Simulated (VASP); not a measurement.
Method: PBEsol GGA, VASP's PBE PAW potentials (set 64) (plane waves; VASP).

A VASP calculation is set up with these files.

### POSCAR
```
MgO
1
    0.0000000000     2.1065500000     2.1065500000
    2.1065500000     0.0000000000     2.1065500000
    2.1065500000     2.1065500000     0.0000000000
Mg O
1 1
Direct
  0.0000000000   0.0000000000   0.0000000000
  0.5000000000   0.5000000000   0.5000000000
```

**INCAR**
```
SYSTEM = MgO
PREC = Accurate
ENCUT = 520
EDIFF = 1E-6
NELM = 100
ALGO = Normal
LREAL = .FALSE.
LASPH = .TRUE.
ISMEAR = 0
SIGMA = 0.05
GGA = PS
LWAVE = .FALSE.
LCHARG = .FALSE.
IBRION = 2
ISIF = 3
NSW = 60
EDIFFG = -0.01
```

**KPOINTS**
```
Automatic mesh
0
Gamma
  10 10 10
```

POTCAR, in this order: Mg O (PBE.64 set). Program: vasp_std.

The run wrote:

**OSZICAR**
```
       N       E                     dE             d eps       ncg     rms          rms(c)
DAV:   1     0.115433324857E+02    0.11543E+02   -0.48843E+03   848   0.887E+02
DAV:   2    -0.136053981815E+02   -0.25149E+02   -0.24814E+02   936   0.142E+02
DAV:   3    -0.138976039344E+02   -0.29221E+00   -0.29221E+00   984   0.171E+01
DAV:   4    -0.138979914783E+02   -0.38754E-03   -0.38754E-03   984   0.582E-01
DAV:   5    -0.138979919123E+02   -0.43398E-06   -0.43398E-06  1000   0.135E-02    0.667E+00
DAV:   6    -0.125510903469E+02    0.13469E+01   -0.87699E+00   752   0.207E+01    0.224E+00
DAV:   7    -0.125258873223E+02    0.25203E-01   -0.41273E-02   776   0.253E+00    0.128E+00
DAV:   8    -0.125125394647E+02    0.13348E-01   -0.20481E-02   816   0.220E+00    0.146E-01
DAV:   9    -0.125124444647E+02    0.95000E-04   -0.30457E-04  1040   0.159E-01    0.755E-02
DAV:  10    -0.125124835063E+02   -0.39042E-04   -0.60298E-05   784   0.859E-02    0.383E-03
DAV:  11    -0.125124834368E+02    0.69489E-07   -0.17285E-06   840   0.983E-03
   1 F= -.12512483E+02 E0= -.12512483E+02  d E =-.125125E+02
       N       E                     dE             d eps       ncg     rms          rms(c)
DAV:   1    -0.125131432141E+02   -0.65971E-03   -0.13213E-02   784   0.118E+00    0.187E-01
DAV:   2    -0.125125401937E+02    0.60302E-03   -0.43906E-03   760   0.488E-01    0.180E-02
DAV:   3    -0.125125318490E+02    0.83446E-05   -0.35877E-05   864   0.720E-02    0.111E-02
DAV:   4    -0.125125294923E+02    0.23567E-05   -0.31492E-06   768   0.186E-02    0.242E-03
DAV:   5    -0.125125296688E+02   -0.17653E-06   -0.36731E-07   432   0.482E-03
   2 F= -.12512530E+02 E0= -.12512530E+02  d E =-.462321E-04
```

OUTCAR:
```
------------------------ aborting loop because EDIFF is reached ----------------------------------------
  FORCE on cell =-STRESS in cart. coord.  units (eV):
  Direction    XX          YY          ZZ          XY          YZ          ZX
  --------------------------------------------------------------------------------------
  Total        0.0181792      0.0181792      0.0181792      0.0000000      0.0000000      0.0000000
  in kB        1.5631393      1.5631393      1.5631393      0.0000000      0.0000000      0.0000000
  external PRESSURE =       1.5631393 kB  Pullay stress =       0.0000000 kB
  volume of cell :       18.63
      direct lattice vectors                 reciprocal lattice vectors
     0.000000000  2.104194306  2.104194306    -0.237620641  0.237620641  0.237620641
     2.104194306  0.000000000  2.104194306     0.237620641 -0.237620641  0.237620641
     2.104194306  2.104194306 -0.000000000     0.237620641  0.237620641 -0.237620641
  FREE ENERGIE OF THE ION-ELECTRON SYSTEM (eV)
  ---------------------------------------------------
  free  energy   TOTEN  =       -12.5125296688 eV

  energy  without entropy=      -12.5125296688  energy(sigma->0) =      -12.51252967

 reached required accuracy - stopping structural energy minimisation
```
(Selected blocks of OUTCAR.)

CONTCAR:
```
MgO
   1.00000000000000
     0.0000000000000000    2.1041943061117618    2.1041943061117618
     2.1041943061117618    0.0000000000000000    2.1041943061117618
     2.1041943061117618    2.1041943061117618   -0.0000000000000000
  Mg              O
     1     1
Direct
     0.0000000000000000    1.0000000000000000    0.0000000000000000
     0.5000000000000000    0.5000000000000000    0.5000000000000000
```

The structure comes from a measured MgO entry (Fm-3m) of the Crystallography Open Database, whose conditions weren't checked. This run relaxes it. Symmetry was kept, so distortions that lower it aren't found.
